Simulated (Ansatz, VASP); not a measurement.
## CsSc3Fe in VASP and in Ansatz

```
Cs Sc Fe
1.0
     5.11346    0.00000    0.00000
     0.00000    5.11346    0.00000
     0.00000    0.00000    5.11346
Cs Sc Fe
1 3 1
Direct
  0.00000 0.00000 0.00000
  0.00000 0.50000 0.50000
  0.50000 0.00000 0.50000
  0.50000 0.50000 0.00000
  0.50000 0.50000 0.50000
```

Alike in both runs: functional PBE; k mesh 4 × 4 × 4; occupations gaussian, width 0.1 eV; no spin polarisation.

Ansatz relaxed the structure, and its values are those at the end. VASP's run is a single point on that final structure, the one shown.

|  | VASP | Ansatz |
| --- | --- | --- |
| version | VASP 6.6.1 | Ansatz 0.2.0 |
| potentials or method | VASP PAW PBE potentials, release 64 (Cs_sv, Sc_sv, Fe) | scalar-relativistic, plane waves, PAW |
| plane-wave cutoff (eV) | 520 | 420 |
| valence electrons in the cell | 50 | 58 |

```csv
,VASP,Ansatz,Ansatz less VASP
gap on the k mesh at the Fermi level (eV),none,none,-
pressure (GPa),0.3,0.3,-0.06
```

A gap of «none» marks a metal or a gap that the smearing closes. The two sets of potentials don't hold the same shells in valence.

Spin-orbit coupling is left out, which matters for the levels of Cs. Spin polarisation is off, so any magnetic state and its effect on volume and gap are missing.
